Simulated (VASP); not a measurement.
Calculation: r2SCAN meta-GGA, VASP's PBE PAW potentials (set 64) (plane waves; VASP).

A VASP calculation is set up with these files.

File KPOINTS_OPT:
```
k-points along high-symmetry lines
10
Line-mode
Reciprocal
  0.000000   0.000000   0.000000 ! GAMMA
 -0.500000  -0.500000   0.000000 ! X

 -0.500000  -0.500000   0.000000 ! X
 -0.375000  -0.375000   0.250000 ! U

 -0.375000  -0.000000   0.375000 ! K
  0.000000   0.000000   0.000000 ! GAMMA

  0.000000   0.000000   0.000000 ! GAMMA
 -0.000000  -0.000000   0.500000 ! L

 -0.000000  -0.000000   0.500000 ! L
 -0.500000  -0.250000   0.250000 ! W

 -0.500000  -0.250000   0.250000 ! W
 -0.500000  -0.500000   0.000000 ! X
```

File KPOINTS:
```
Automatic mesh
0
Gamma
9 9 9
0 0 0
```

**INCAR**
```
SYSTEM = CuI
PREC = Accurate; ENCUT = 400; LREAL = .False.
LASPH = .True.
EDIFF = 1E-7; NELM = 100; ALGO = Normal
LMAXMIX = 4; LMIXTAU = .True.
ISMEAR = -5
METAGGA = R2SCAN
ISIF = 2
LWAVE = .False.; LCHARG = .False.; LORBIT = 11
NEDOS = 601
```

### POSCAR
```
CuI
1
    0.0000000000     3.0046451837     3.0046451837
    3.0046451837     0.0000000000     3.0046451837
    3.0046451837     3.0046451837     0.0000000000
Cu I
1 1
Direct
  0.0000000000   0.0000000000   0.0000000000
  0.2500000000   0.2500000000   0.2500000000
```

POTCAR, in this order: Cu I (PBE.64 set). Program: vasp_std.

Output of the run:

### OSZICAR
```
       N       E                     dE             d eps       ncg     rms          rms(c)
DAV:   1     0.697799214362E+02    0.69780E+02   -0.69580E+03   910   0.124E+03
DAV:   2    -0.321939740110E+02   -0.10197E+03   -0.95746E+02   920   0.256E+02
DAV:   3    -0.388934600213E+02   -0.66995E+01   -0.66002E+01  1244   0.792E+01
DAV:   4    -0.390849719082E+02   -0.19151E+00   -0.19144E+00  1055   0.119E+01
DAV:   5    -0.390916797597E+02   -0.67079E-02   -0.67078E-02  1381   0.233E+00    0.600E+00
DAV:   6    -0.361106591527E+02    0.29810E+01   -0.87604E+00   910   0.821E+01    0.490E+00
DAV:   7    -0.357940846956E+02    0.31657E+00   -0.15551E+00  1030   0.477E+01    0.245E+00
DAV:   8    -0.358100525909E+02   -0.15968E-01   -0.60432E-01  1028   0.222E+01    0.144E+00
DAV:   9    -0.357298241901E+02    0.80228E-01   -0.21370E-01  1160   0.126E+01    0.206E-01
DAV:  10    -0.357909180084E+02   -0.61094E-01   -0.27618E-02   910   0.176E+00    0.987E-02
DAV:  11    -0.357912138201E+02   -0.29581E-03   -0.53361E-04  1186   0.228E-01    0.716E-02
DAV:  12    -0.357905205135E+02    0.69331E-03   -0.14880E-03  1090   0.120E+00    0.101E-01
DAV:  13    -0.357913309982E+02   -0.81048E-03   -0.14987E-03  1075   0.118E+00    0.146E-02
DAV:  14    -0.357913257774E+02    0.52209E-05   -0.46129E-05   955   0.668E-02    0.909E-03
DAV:  15    -0.357913453636E+02   -0.19586E-04   -0.11830E-05  1093   0.719E-02    0.403E-03
DAV:  16    -0.357913446885E+02    0.67516E-06   -0.17895E-06  1222   0.200E-02    0.169E-03
DAV:  17    -0.357913464711E+02   -0.17827E-05   -0.13078E-06   940   0.128E-02    0.118E-03
DAV:  18    -0.357913463303E+02    0.14084E-06   -0.11072E-07   665   0.365E-03    0.772E-04
DAV:  19    -0.357913462741E+02    0.56155E-07   -0.54495E-08   665   0.359E-03
   1 F= -.35791346E+02 E0= -.35791346E+02  d E =0.000000E+00
       N       E                     dE             ncg
       N       E                     dE             ncg
```

File OUTCAR:
```
------------------------ aborting loop because EDIFF is reached ----------------------------------------
  FORCE on cell =-STRESS in cart. coord.  units (eV):
  Direction    XX          YY          ZZ          XY          YZ          ZX
  --------------------------------------------------------------------------------------
  Total        0.0132213      0.0132213      0.0132213      0.0000000      0.0000000     -0.0000000
  in kB        0.3904601      0.3904601      0.3904601      0.0000000      0.0000000     -0.0000000
  external PRESSURE =       0.3904601 kB  Pullay stress =       0.0000000 kB
  volume of cell :       54.25
      direct lattice vectors                 reciprocal lattice vectors
     0.000000000  3.004645184  3.004645184    -0.166409000  0.166409000  0.166409000
     3.004645184  0.000000000  3.004645184     0.166409000 -0.166409000  0.166409000
     3.004645184  3.004645184  0.000000000     0.166409000  0.166409000 -0.166409000
  FREE ENERGIE OF THE ION-ELECTRON SYSTEM (eV)
  ---------------------------------------------------
  free  energy   TOTEN  =       -35.7913462741 eV

  energy  without entropy=      -35.7913462741  energy(sigma->0) =      -35.79134627

 total charge

# of ion       s       p       d       tot
------------------------------------------
    1        0.328   0.284   9.360   9.971
    2        1.491   2.818   0.057   4.366
--------------------------------------------------
tot          1.818   3.102   9.417  14.337
```
(Selected blocks of OUTCAR.)

The compound is CuI in the zinc blende structure. It was relaxed first.
